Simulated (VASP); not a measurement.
Consider the following.

```xyz
2
Lattice="0.0000 2.3951 2.3951 2.3951 0.0000 2.3951 2.3951 2.3951 0.0000" Properties=species:S:1:pos:R:3 pbc="T T T"
Na     0.0000     0.0000     0.0000
H      2.3951     2.3951     2.3951
```

Method: optB88-vdW, VASP's PBE PAW potentials (set 64) (plane waves; VASP). Settings: 520 eV cut-off, 11×11×11 Γ-centred mesh, tetrahedra with Blöchl corrections, potentials Na_pv H.

### Question
Estimate the energy per atom (σ→0).

### Answer

* **energy per atom (σ→0)**: -1.552 eV/atom

The absolute energy has meaning only against runs of the same code, potentials and settings.

The compound is NaH in the rock salt structure. It was relaxed first, which changed the volume by -5 %.
